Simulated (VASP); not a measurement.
An input for Quantum ESPRESSO's pw.x (written as the equivalent of a VASP run, and not itself run):

```
&CONTROL
  calculation = 'vc-relax'
  pseudo_dir = './pseudo'
  outdir = './out'
  tprnfor = .true.
  tstress = .true.
  nstep = 60
  forc_conv_thr = 0.00078
/
&SYSTEM
  ibrav = 0
  nat = 6
  ntyp = 3
  ecutwfc = 84
  occupations = 'smearing'
  smearing = 'gaussian'
  degauss = 0.003675
  input_dft = 'pz'
/
&ELECTRONS
  conv_thr = 7.3e-08
  electron_maxstep = 100
/
&IONS
/
&CELL
/
ATOMIC_SPECIES
  Ba 137.327 Ba.upf
  Br 79.904 Br.upf
  F 18.998 F.upf
CELL_PARAMETERS angstrom
     4.4274439    0.0000000   -0.0000000
    -0.0000000    4.4274439   -0.0000000
     0.0000000    0.0000000    7.2861511
ATOMIC_POSITIONS crystal
  Ba   0.0000000  0.5000000  0.8060984
  Ba   0.5000000  0.0000000  0.1939016
  Br   0.5000000  0.0000000  0.6492853
  Br   0.0000000  0.5000000  0.3507147
  F    0.5000000  0.5000000  0.0000000
  F    0.0000000  0.0000000  0.0000000
K_POINTS automatic
  5 5 3 0 0 0
```

Question: Translate this input to VASP (INCAR, KPOINTS, POSCAR, choice of POTCAR).

Answer: Several could match; the one computed here: 
POSCAR:
```
BaBrF
1
    4.4274438735     0.0000000000    -0.0000000000
   -0.0000000000     4.4274438735    -0.0000000000
    0.0000000000     0.0000000000     7.2861510842
Ba Br F
2 2 2
Direct
  0.0000000000   0.5000000000   0.8060984134
  0.5000000000   0.0000000000   0.1939015866
  0.5000000000   0.0000000000   0.6492852568
  0.0000000000   0.5000000000   0.3507147432
  0.5000000000   0.5000000000   0.0000000000
  0.0000000000   0.0000000000   0.0000000000
```

KPOINTS:
```
Automatic mesh
0
G
 5 5 3
0 0 0
```

INCAR:
```
SYSTEM = BaBrF
PREC = Accurate
ENCUT = 520
EDIFF = 1E-6
NELM = 100
ALGO = Normal
LREAL = .FALSE.
LASPH = .TRUE.
ISMEAR = 0
SIGMA = 0.05
LMAXMIX = 4
LWAVE = .FALSE.
LCHARG = .FALSE.
IBRION = 2
ISIF = 3
NSW = 60
EDIFFG = -0.02
```

POTCAR, in this order: Ba_sv Br F (LDA.64 set). Program: vasp_std.

Limits of the translation: the potentials are each code's own (VASP's PAW set, PseudoDojo norm-conserving files in pw.x), so ENCUT and ecutwfc are chosen apart and not converted; conv_thr bounds pw.x's estimated SCF error, while EDIFF bounds the energy change between steps; forc_conv_thr acts on force components and is met together with etot_conv_thr.

The structure comes from a computed database's BaBrF entry (P4/nmm); how it stands against other phases isn't given here. This run relaxes it. Symmetry was kept, so distortions that lower it aren't found. The start is the result of an earlier pass.
